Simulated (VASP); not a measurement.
Given:

```yaml
crystal:
  lattice:
    - [0.00000, 2.77000, 2.77000]
    - [2.77000, 0.00000, 2.77000]
    - [2.77000, 2.77000, 0.00000]
  atoms:
    - { symbol: Ba, position: [0.00000, 0.00000, 0.00000] }
    - { symbol: O, position: [0.50000, 0.50000, 0.50000] }
```

Method: PBE GGA, VASP's PBE PAW potentials (set 64) (plane waves; VASP). Numerical set-up: 400 eV cut-off, 8×8×8 Γ-centred mesh, Fermi-Dirac smearing of 0.010 eV, potentials Ba_sv O.

Unless said otherwise, spin-orbit coupling is left out, though it shifts the bands of the heavy elements here.

Question: Give the energies of bands 6 to 11 at the high-symmetry points, in eV from the valence-band maximum.

Answer: 
| band | Γ | X | U | L | W |
|---|---|---|---|---|---|
| 6 | -0.34 | -0.16 | -0.93 | -2.00 | -1.33 |
| 7 | -0.34 | -0.16 | -0.74 | -1.48 | -0.21 |
| 8 | -0.34 | 0.00 | -0.14 | -1.48 | -0.20 |
| 9 | 3.54 | 1.98 | 3.42 | 4.93 | 4.61 |
| 10 | 4.69 | 5.97 | 6.57 | 7.16 | 4.61 |
| 11 | 4.69 | 8.89 | 6.99 | 7.16 | 6.84 |

The gap is direct, 1.98 eV, from the valence maximum at X to the conduction minimum at X.

The structure is a typed BaO crystal (Fm-3m). The cell was not relaxed at this level.
